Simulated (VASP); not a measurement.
# Lattice of TiC across functionals and dispersion corrections, part 3 of 3

How close do the usual functionals, with and without dispersion, come to the cell of TiC? LASPH is on for some levels and off for others; the table marks which. The start is a cell from a database of measured crystal structures.

VASP 6.6.1, plane waves and PAW; the level of theory is named at each step.

Still holding for the runs below: The k-mesh is coarse for a metal.

So far. Step 4 (Relaxation with PBE): It ends at 10.18 Å³/atom, +1.1 % from the start, with -0.01 GPa left. The conventional cell has a = 4.334 Å. Step 5 (Relaxation with r2SCAN): It ends at 10.17 Å³/atom, +1.0 % from the start, with -0.01 GPa left. The conventional cell has a = 4.333 Å.

The database entry behind the starting cell differs from later determinations by our own check (0.1 to 0.3 % short, probably kX units), so it need not match the best structure at ambient conditions.

### 6. Relaxation with PBE + D3(BJ)

This step: PBE with D3(BJ); plane waves and PAW (Ti_sv, C) (VASP 6.6.1).

A dispersion term adds the long-range attraction that semilocal functionals lack. D3 with Becke-Johnson damping keeps a finite attraction at short range.

INCAR

```
SYSTEM = TiC
PREC = Accurate
ENCUT = 560
EDIFF = 1E-06
NELM = 100
ISMEAR = -1
SIGMA = 0.05
LREAL = .FALSE.
ALGO = Normal
GGA = PE
IVDW = 12
NBANDS = 14
LORBIT = 11
LWAVE = .FALSE.
LCHARG = .FALSE.
KPAR = 2
IBRION = 2
NSW = 60
ISIF = 3
EDIFFG = -0.01
```

POSCAR

```
TiC
1.0
    0.0000000000      2.1593000000      2.1593000000
    2.1593000000      0.0000000000      2.1593000000
    2.1593000000      2.1593000000      0.0000000000
Ti C
1 1
Direct
    0.0000000000      0.0000000000      0.0000000000
    0.5000000000      0.5000000000      0.5000000000
```

KPOINTS

```
Automatic mesh
0
Gamma
8 8 8
0 0 0
```

The projector-augmented-wave data sets are Ti_sv and C (PBE family, release 64).

Command:

```sh
$ mpirun -np 2 vasp_std
```

Log:

```text
[... set-up lines as in an earlier step ...]
 entering main loop
       N       E                     dE             d eps       ncg     rms          rms(c)
[... 15 cycles as in an earlier step ...]
   1 F= -.19604605E+02 E0= -.19603282E+02  d E =-.196046E+02
[...]
N       E                     dE             d eps       ncg     rms          rms(c)
DAV:   1    -0.189669971287E+02   -0.26151E+00   -0.63404E+00   980   0.371E+01    0.547E+00
DAV:   2    -0.187054878068E+02    0.26151E+00   -0.79793E-01   972   0.161E+01    0.162E+00
DAV:   3    -0.186546653722E+02    0.50822E-01   -0.11131E-01  1070   0.418E+00    0.716E-01
DAV:   4    -0.186535242602E+02    0.11411E-02   -0.70458E-02  1064   0.267E+00    0.393E-01
[...]
DAV:   9    -0.186602930652E+02   -0.57073E-05   -0.14496E-05   884   0.321E-02    0.129E-02
DAV:  10    -0.186602932159E+02   -0.15072E-06   -0.11051E-05  1052   0.150E-02    0.329E-03
DAV:  11    -0.186602931579E+02    0.57977E-07   -0.37340E-07   506   0.515E-03
   2 F= -.19600344E+02 E0= -.19599032E+02  d E =0.426175E-02
 trial-energy change:    0.004262  1 .order    0.004667   -0.025004    0.034338
 step:   0.4314(harm=  0.4214)  dis= 0.00000  next Energy=   -19.610031 (dE=-0.543E-02)
[...]
N       E                     dE             d eps       ncg     rms          rms(c)
DAV:   1    -0.187984096584E+02   -0.13812E+00   -0.20929E+00   944   0.220E+01    0.332E+00
DAV:   2    -0.187164654161E+02    0.81944E-01   -0.34913E-01   964   0.102E+01    0.109E+00
DAV:   3    -0.186907659387E+02    0.25699E-01   -0.49294E-02  1118   0.309E+00    0.388E-01
DAV:   4    -0.186910924220E+02   -0.32648E-03   -0.22026E-02  1082   0.138E+00    0.206E-01
[...]
DAV:   8    -0.186936159212E+02   -0.25031E-05   -0.58558E-05  1022   0.627E-02    0.800E-03
DAV:   9    -0.186936170948E+02   -0.11736E-05   -0.38119E-06   980   0.165E-02    0.688E-03
DAV:  10    -0.186936168512E+02    0.24356E-06   -0.10642E-06   930   0.463E-03
   3 F= -.19610092E+02 E0= -.19608767E+02  d E =-.548636E-02
[...]
reached required accuracy - stopping structural energy minimisation
```

The job ended after 7 s (2 MPI ranks of Intel Xeon 6975P-C (Granite Rapids), shared host; peak memory 0.28 GiB; 13 s of CPU time).

OUTCAR, selected parts (step 6):

```text
 Edisp (eV)   -0.94005

 Edisp (eV)   -0.91647

  Total      -0.00107    -0.00107    -0.00107     0.00000     0.00000    -0.00000
  in kB      -0.08660    -0.08660    -0.08660     0.00000     0.00000    -0.00000
  external pressure =       -0.09 kB  Pullay stress =        0.00 kB

 POSITION                                       TOTAL-FORCE (eV/Angst)
 -----------------------------------------------------------------------------------
      0.00000      0.00000      0.00000         0.000000      0.000000      0.000000
      2.14609      2.14609      2.14609        -0.000000      0.000000     -0.000000
 -----------------------------------------------------------------------------------
    total drift:                                0.000000     -0.000000     -0.000000

  FREE ENERGIE OF THE ION-ELECTRON SYSTEM (eV)
  ---------------------------------------------------
  free  energy   TOTEN  =       -19.6100917801 eV

  energy  without entropy=      -19.6074430798  energy(sigma->0) =      -19.60876743

[... 2 parts as in an earlier step ...]

[... 2 further parts left out ...]
[key lines of the parts left out:]
E-fermi :   9.6958
```

Dispersion corrections of this kind ignore metallic screening and tend to overbind metals.

It ends at 9.884 Å³/atom, -1.8 % from the start, with -0.01 GPa left. The conventional cell has a = 4.292 Å. Against plain PBE, the dispersion term moves a by -1.0 %.

### 7. Relaxation with r2SCAN + rVV10

This step: r2SCAN with rVV10; plane waves and PAW (Ti_sv, C) (VASP 6.6.1).

LUSE_VDW switches on a nonlocal correlation term for dispersion.

INCAR, as its differences from that of step 6:

```diff
@@ -9,4 +9,8 @@
 ALGO = Normal
-GGA = PE
-IVDW = 12
+METAGGA = R2SCAN
+LUSE_VDW = .TRUE.
+IVDW_NL = 2
+BPARAM = 11.95
+CPARAM = 0.0093
+LASPH = .TRUE.
 NBANDS = 14
```

POSCAR is that of step 6.

KPOINTS is that of step 6.

Command:

```sh
$ mpirun -np 2 vasp_std
```

Log:

```text
[banner, memory and clock lines left out]
running    2 mpi-ranks, on    1 nodes
[...]
|                                                                             |
|               ----> ADVICE to this user running VASP <----                  |
|                                                                             |
|     You have switched on vdW-DFT.                                           |
|     This routine was written and supplied by Jiri Klimes. We recommend      |
|     that you carefully read and cite the following publications:            |
|       J. Klimes, D.R. Bowler, A. Michelides                                 |
|          J. Phys.: Cond Matt. 22 022201 (2010)                              |
|       J. Klimes, D.R. Bowler, A. Michelides                                 |
|          Phys. Rev. B. 83, 195131 (2011)                                    |
|     and references therein.                                                 |
|                                                                             |

[...]
DAV:   6    -0.245807653250E+02   -0.64961E-04   -0.11459E-04  1182   0.499E-02    0.144E-02
Total rVV10 correction in eV:      0.2885475    16.0463438
Total rVV10 correction in eV:      0.2885475    16.0463438
DAV:   7    -0.245807502095E+02    0.15116E-04   -0.82221E-06  1064   0.300E-02    0.204E-02
Total rVV10 correction in eV:      0.2885116    16.0463438
Total rVV10 correction in eV:      0.2885116    16.0463438
DAV:   8    -0.245807809759E+02   -0.30766E-04   -0.30995E-05  1112   0.383E-02    0.904E-03
Total rVV10 correction in eV:      0.2885220    16.0463438
Total rVV10 correction in eV:      0.2885220    16.0463438
DAV:   9    -0.245807829150E+02   -0.19391E-05   -0.49967E-06  1006   0.182E-02    0.308E-03
Total rVV10 correction in eV:      0.2885282    16.0463438
Total rVV10 correction in eV:      0.2885282    16.0463438
DAV:  10    -0.245807821405E+02    0.77453E-06   -0.20605E-07   460   0.491E-03
Total rVV10 correction in eV:      0.2885246    16.0463438
Total rVV10 correction in eV:      0.2885246    16.0463438
Total rVV10 correction in eV:      0.2885267    16.0463438
Total rVV10 correction in eV:      0.2885267    16.0463438
   3 F= -.24580782E+02 E0= -.24579955E+02  d E =-.496772E-03
[...]
reached required accuracy - stopping structural energy minimisation
```

Elapsed: 63 s, on 2 MPI ranks; peak memory 0.41 GiB.

From OUTCAR (step 7):

```text
  Total        0.0013828      0.0013828      0.0013828     -0.0000000      0.0000000     -0.0000000
  in kB        0.1094393      0.1094393      0.1094393     -0.0000000      0.0000000     -0.0000000
  external PRESSURE =       0.1094393 kB  Pullay stress =       0.0000000 kB

 POSITION                                       TOTAL-FORCE (eV/Angst)
 -----------------------------------------------------------------------------------
      0.00000      0.00000      0.00000        -0.000000     -0.000000      0.000000
      2.16318      2.16318      2.16318         0.000000      0.000000     -0.000000
 -----------------------------------------------------------------------------------
    total drift:                                0.000000     -0.000000     -0.000000

  FREE ENERGIE OF THE ION-ELECTRON SYSTEM (eV)
  ---------------------------------------------------
  free  energy   TOTEN  =       -24.5807821405 eV

  energy  without entropy=      -24.5791278415  energy(sigma->0) =      -24.57995499

[... 2 parts as in an earlier step ...]

[... 2 further parts left out ...]
[key lines of the parts left out:]
E-fermi :   9.4455
```

It ends at 10.12 Å³/atom, +0.5 % from the start, with 0.01 GPa left. The conventional cell has a = 4.326 Å. Against plain r2SCAN, the dispersion term moves a by -0.2 %.

### 8. Relaxation with PBE + D4

This step: PBE with D4; plane waves and PAW (Ti_sv, C) (VASP 6.6.1).

D4 lets the coefficients depend on atomic charges too.

INCAR, as its differences from that of step 7:

```diff
@@ -9,8 +9,4 @@
 ALGO = Normal
-METAGGA = R2SCAN
-LUSE_VDW = .TRUE.
-IVDW_NL = 2
-BPARAM = 11.95
-CPARAM = 0.0093
-LASPH = .TRUE.
+GGA = PE
+IVDW = 13
 NBANDS = 14
```

POSCAR is that of step 7.

KPOINTS is that of step 7.

Command:

```sh
$ mpirun -np 2 vasp_std
```

Log:

```text
[... set-up lines as in an earlier step ...]
 entering main loop
       N       E                     dE             d eps       ncg     rms          rms(c)
[... 15 cycles as in an earlier step ...]
   1 F= -.19263991E+02 E0= -.19262668E+02  d E =-.192640E+02
[...]
N       E                     dE             d eps       ncg     rms          rms(c)
DAV:   1    -0.187580816977E+02   -0.52591E-01   -0.13258E+00   968   0.171E+01    0.254E+00
DAV:   2    -0.187041904230E+02    0.53891E-01   -0.18585E-01   934   0.766E+00    0.801E-01
DAV:   3    -0.186912297145E+02    0.12961E-01   -0.27147E-02  1118   0.219E+00    0.325E-01
DAV:   4    -0.186910292099E+02    0.20050E-03   -0.14690E-02  1076   0.120E+00    0.173E-01
DAV:   5    -0.186920111393E+02   -0.98193E-03   -0.11308E-03   902   0.352E-01    0.549E-02
DAV:   6    -0.186924302279E+02   -0.41909E-03   -0.75200E-04  1196   0.120E-01    0.432E-02
DAV:   7    -0.186925141272E+02   -0.83899E-04   -0.51602E-05   902   0.738E-02    0.239E-02
DAV:   8    -0.186925297826E+02   -0.15655E-04   -0.78328E-05  1118   0.707E-02    0.102E-02
[...]
2 F= -.19263192E+02 E0= -.19261868E+02  d E =0.799482E-03
 trial-energy change:    0.000799  1 .order    0.000830   -0.005236    0.006897
 step:   0.4353(harm=  0.4316)  dis= 0.00000  next Energy=   -19.265134 (dE=-0.114E-02)
[...]
N       E                     dE             d eps       ncg     rms          rms(c)
DAV:   1    -0.187227719736E+02   -0.30242E-01   -0.42746E-01   944   0.982E+00    0.147E+00
DAV:   2    -0.187060591259E+02    0.16713E-01   -0.68425E-02   964   0.456E+00    0.491E-01
DAV:   3    -0.187008976967E+02    0.51614E-02   -0.97825E-03  1116   0.138E+00    0.180E-01
DAV:   4    -0.187009056065E+02   -0.79097E-05   -0.46434E-03  1088   0.648E-01    0.944E-02
DAV:   5    -0.187012160364E+02   -0.31043E-03   -0.33430E-04   970   0.167E-01    0.416E-02
DAV:   6    -0.187013735973E+02   -0.15756E-03   -0.29580E-04  1210   0.787E-02    0.279E-02
DAV:   7    -0.187013969938E+02   -0.23396E-04   -0.21754E-05   934   0.429E-02    0.143E-02
DAV:   8    -0.187013981938E+02   -0.12000E-05   -0.15080E-05  1046   0.314E-02    0.449E-03
DAV:   9    -0.187013984247E+02   -0.23088E-06   -0.85471E-07   644   0.824E-03
   3 F= -.19265146E+02 E0= -.19263822E+02  d E =-.115486E-02
[...]
reached required accuracy - stopping structural energy minimisation
```

Wall time 7.6 s (2 MPI ranks); peak memory 0.26 GiB; 14 s of CPU time.

From OUTCAR (step 8):

```text
  Edisp (eV):   -0.56375

  Total       0.00100     0.00100     0.00100     0.00000    -0.00000    -0.00000
  in kB       0.08001     0.08001     0.08001     0.00000    -0.00000    -0.00000
  external pressure =        0.08 kB  Pullay stress =        0.00 kB

 POSITION                                       TOTAL-FORCE (eV/Angst)
 -----------------------------------------------------------------------------------
      0.00000      0.00000      0.00000        -0.000000     -0.000000     -0.000000
      2.15320      2.15320      2.15320         0.000000      0.000000      0.000000
 -----------------------------------------------------------------------------------
    total drift:                                0.000000     -0.000000     -0.000000

  FREE ENERGIE OF THE ION-ELECTRON SYSTEM (eV)
  ---------------------------------------------------
  free  energy   TOTEN  =       -19.2651463240 eV

  energy  without entropy=      -19.2624967458  energy(sigma->0) =      -19.26382153

[... 2 parts as in an earlier step ...]

[... 2 further parts left out ...]
[key lines of the parts left out:]
E-fermi :   9.5759
```

It ends at 9.983 Å³/atom, -0.8 % from the start, with 0.01 GPa left. The conventional cell has a = 4.306 Å. Against plain PBE, the dispersion term moves a by -0.6 %.

### 9. Relaxation with AM05

This step: AM05; plane waves and PAW (Ti_sv, C) (VASP 6.6.1).

AM05 is built from the electron gas and the surface model, and does well on lattice constants.

INCAR, as its differences from that of step 8:

```diff
@@ -9,4 +9,3 @@
 ALGO = Normal
-GGA = PE
-IVDW = 13
+GGA = AM
 NBANDS = 14
```

POSCAR is that of step 8.

KPOINTS is that of step 8.

Command:

```sh
$ mpirun -np 2 vasp_std
```

Log:

```text
[... set-up lines as in an earlier step ...]
 entering main loop
       N       E                     dE             d eps       ncg     rms          rms(c)
DAV:   1     0.124406462821E+03    0.12441E+03   -0.85218E+03   812   0.146E+03
DAV:   2    -0.162513230435E+02   -0.14066E+03   -0.13251E+03   884   0.366E+02
DAV:   3    -0.242394531893E+02   -0.79881E+01   -0.78313E+01  1036   0.850E+01
DAV:   4    -0.246247915749E+02   -0.38534E+00   -0.38508E+00  1022   0.165E+01
[...]
DAV:  12    -0.193268597504E+02    0.11915E-04   -0.40516E-04   926   0.223E-01    0.463E-02
DAV:  13    -0.193268563176E+02    0.34327E-05   -0.19137E-05   986   0.351E-02    0.571E-03
DAV:  14    -0.193268562058E+02    0.11183E-06   -0.12818E-06   786   0.180E-02
   1 F= -.19326856E+02 E0= -.19325491E+02  d E =-.193269E+02
[...]
N       E                     dE             d eps       ncg     rms          rms(c)
DAV:   1    -0.197076599075E+02   -0.38080E+00   -0.80299E+00   980   0.418E+01    0.616E+00
[...]
DAV:  11    -0.193209826161E+02    0.13831E-05   -0.18248E-06   782   0.132E-02    0.143E-03
DAV:  12    -0.193209826460E+02   -0.29968E-07   -0.81759E-08   454   0.255E-03
   2 F= -.19320983E+02 E0= -.19319666E+02  d E =0.587356E-02
 trial-energy change:    0.005874  1 .order    0.006249   -0.031453    0.043952
 step:   0.4244(harm=  0.4171)  dis= 0.00000  next Energy=   -19.333560 (dE=-0.670E-02)
[...]
N       E                     dE             d eps       ncg     rms          rms(c)
DAV:   1    -0.194697901808E+02   -0.14881E+00   -0.27234E+00   944   0.252E+01    0.381E+00
DAV:   2    -0.193619365347E+02    0.10785E+00   -0.46117E-01   964   0.117E+01    0.122E+00
DAV:   3    -0.193296246554E+02    0.32312E-01   -0.64733E-02  1110   0.349E+00    0.437E-01
DAV:   4    -0.193302824161E+02   -0.65776E-03   -0.28525E-02  1094   0.157E+00    0.239E-01
[...]
DAV:   8    -0.193336274101E+02    0.12992E-04   -0.74268E-05   902   0.884E-02    0.660E-03
DAV:   9    -0.193336285172E+02   -0.11071E-05   -0.48781E-06  1082   0.160E-02    0.737E-03
DAV:  10    -0.193336279572E+02    0.55994E-06   -0.31908E-06  1012   0.873E-03
   3 F= -.19333628E+02 E0= -.19332278E+02  d E =-.677175E-02
[...]
reached required accuracy - stopping structural energy minimisation
```

It took 7.4 s on 2 MPI ranks; peak memory 0.26 GiB; 14 s of CPU time.

From OUTCAR (step 9):

```text
  Total       -0.0068692     -0.0068692     -0.0068692      0.0000000      0.0000000      0.0000000
  in kB       -0.5577893     -0.5577893     -0.5577893      0.0000000      0.0000000      0.0000000
  external PRESSURE =      -0.5577893 kB  Pullay stress =       0.0000000 kB

 POSITION                                       TOTAL-FORCE (eV/Angst)
 -----------------------------------------------------------------------------------
      0.00000      0.00000      0.00000        -0.000000      0.000000      0.000000
      2.14473      2.14473      2.14473         0.000000     -0.000000     -0.000000
 -----------------------------------------------------------------------------------
    total drift:                                0.000000     -0.000000     -0.000000

  FREE ENERGIE OF THE ION-ELECTRON SYSTEM (eV)
  ---------------------------------------------------
  free  energy   TOTEN  =       -19.3336279572 eV

  energy  without entropy=      -19.3309271681  energy(sigma->0) =      -19.33227756

[... 2 parts as in an earlier step ...]

[... 2 further parts left out ...]
[key lines of the parts left out:]
E-fermi :   9.6153
```

It ends at 9.865 Å³/atom, -2.0 % from the start, with -0.06 GPa left. The conventional cell has a = 4.289 Å.

### 10. The cells as a table

This step: relaxed cells at several levels; plane waves and PAW (VASP 6.6.1).

Derived from the runs above.

Lengths are those of the conventional cell; cost is the wall time of each run, as given at its step, times its ranks, without the set-up around it; LASPH differs between rows, which moves results and costs too. Results by level, by row:

```
         level  volume (Å³/atom)  change from the start (%)  a (Å)  cost (core minutes)  LASPH
           LDA              9.71                       -3.6  4.266                0.187    off
        PBEsol               9.9                       -1.6  4.295                0.213    off
           PBE             10.18                        1.1  4.334                 0.22    off
        r2SCAN             10.17                          1  4.333                0.833     on
  PBE + D3(BJ)              9.88                       -1.8  4.292                0.233    off
r2SCAN + rVV10             10.12                        0.5  4.326                  2.1     on
      PBE + D4              9.98                       -0.8  4.306                0.253    off
          AM05              9.87                         -2  4.289                0.247    off
```

### 11. Summary of results

| Quantity | Value |
| --- | --- |
| volume, LDA | 9.706 Å³/atom |
| volume, PBEsol | 9.902 Å³/atom |
| volume, PBE | 10.18 Å³/atom |
| volume, r2SCAN | 10.17 Å³/atom |
| volume, PBE + D3(BJ) | 9.884 Å³/atom |
| volume, r2SCAN + rVV10 | 10.12 Å³/atom |
| volume, PBE + D4 | 9.983 Å³/atom |
| volume, AM05 | 9.865 Å³/atom |

**Reading.** For TiC the levels give volumes between 9.706 Å³/atom (LDA) and 10.18 Å³/atom (PBE), a spread of 4.9 %, while the cost of the finished runs spans a factor of 11. Within 1 % of experiment on every length: PBEsol, PBE, r2SCAN, PBE + D3(BJ), r2SCAN + rVV10, PBE + D4 and AM05. The nearest, r2SCAN + rVV10, took 9.8 times the core time of PBEsol and lowers the largest miss from 0.77 to 0.04 %. Thermal and zero-point expansion, often some tenths of a per cent in length, bear on this order: with the measured lengths lowered by an assumed 0.4 % the nearest becomes PBE + D4. The costs hold the number of ionic steps as well as the price of the functional. The closing table has room for seven levels; AM05 stands in the table of levels alone. Adding D3(BJ) to PBE changes the volume by -2.9 % (a by -1.0 %). Adding rVV10 to r2SCAN changes the volume by -0.5 % (a by -0.2 %). Adding D4 to PBE changes the volume by -1.9 % (a by -0.6 %). Pairwise corrections of the D and TS kind ignore the screening in a metal, so they may overbind here. Within 0.02 Å all end in space group Fm-3m; the runs can't lower the symmetry of the start. The k-sampling is coarse for a metal, so the Fermi level, pressures and the shape of the cell carry errors. LASPH is on for some levels and off for others, so differences between them are not the functional's alone. Each is a single relaxation on the plane waves of the start cell, so larger changes of volume carry a basis-set error that was not tested here.

Calculation against experiment:

| quantity | measured | LDA | PBEsol | PBE | r2SCAN | PBE + D3(BJ) | r2SCAN + rVV10 | PBE + D4 |
| --- | --- | --- | --- | --- | --- | --- | --- | --- |
| lattice constant a (Å) | 4.328 | 4.266 (-1.4 %) | 4.295 (-0.8 %) | 4.334 (+0.1 %) | 4.333 (+0.1 %) | 4.292 (-0.8 %) | 4.326 (-0.0 %) | 4.306 (-0.5 %) |

Measured values from pmc:11728635 (2024).

Verdict: For the lattice constant a, of the levels listed nearest comes r2SCAN + rVV10 (-0.0 %, good agreement) and farthest LDA (-1.4 %, fair agreement). The grades are ours: good and fair within 0.7 and 1.5 % for the lattice constant a. Zero-point motion and thermal expansion are not in the computed lattice constants.

[Lines on the potential files, build, host, timing and source positions are cut from VASP's logs without a mark.]

[Logs are printed without paths, hosts, clocks, repeated set-up lines and the standing remarks that a program may print on its own settings, such as how far it seeks lower states.]

[Hosts, paths, dates, database ids (printed as entryN), source tags and the programs' standing remarks are cut or masked in the printed files.]

[A measured line is paired with the nearest computed mode of its activity, which favours agreement.]
